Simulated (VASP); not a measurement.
An input for Ansatz (written as the equivalent of a VASP run, and not itself run):

Ansatz 0.2 input:
```yaml
crystal:
  lattice:
    - [0.0000000, 1.7951053, 1.7951053]
    - [1.7951053, 0.0000000, 1.7951053]
    - [1.7951053, 1.7951053, 0.0000000]
  atoms:
    - { symbol: C, position: [0.0000000, 0.0000000, 0.0000000] }
    - { symbol: C, position: [0.2500000, 0.2500000, 0.2500000] }
kpoints:
  mp_grid: { grid: [14, 14, 14] }
hamiltonian:
  xc: rpbe
  pseudopotentials: { kind: paw }
scf:
  occupations: { method: tetrahedron }
  max_iter: 100
output: { forces: true, stress: true, eigenvalues: true }
```

**Question.** Translate this input to VASP (INCAR, KPOINTS, POSCAR, choice of POTCAR).

**Answer.** Several could match; the one computed here: 
KPOINTS:
```
Automatic mesh
0
gamma
14 14 14
```

**POSCAR**
```
C
1
    0.0000000000     1.7951053403     1.7951053403
    1.7951053403    -0.0000000000     1.7951053403
    1.7951053403     1.7951053403    -0.0000000000
C
2
Direct
  0.0000000000   0.0000000000   0.0000000000
  0.2500000000   0.2500000000   0.2500000000
```

### INCAR
```
SYSTEM=C
PREC=Accurate; ENCUT=520; LREAL=.False.
LASPH=.True.
EDIFF=1E-7; NELM=100; ALGO=Normal
ISMEAR=-5
GGA=RP
ISIF=2
LWAVE=.False.; LCHARG=.True.; LORBIT=11
NEDOS=601
```

POTCAR, in this order: C (PBE.64 set). Program: vasp_std.

Limits of the translation: each code has its own PAW files, so the cut-off isn't converted (ENCUT is set for VASP's; basis.ecutwfc is left out, and Ansatz then takes the one that its files recommend); Ansatz stops its SCF on the density residual and VASP on the energy change (EDIFF).

The compound is C in the diamond structure. It was relaxed first.
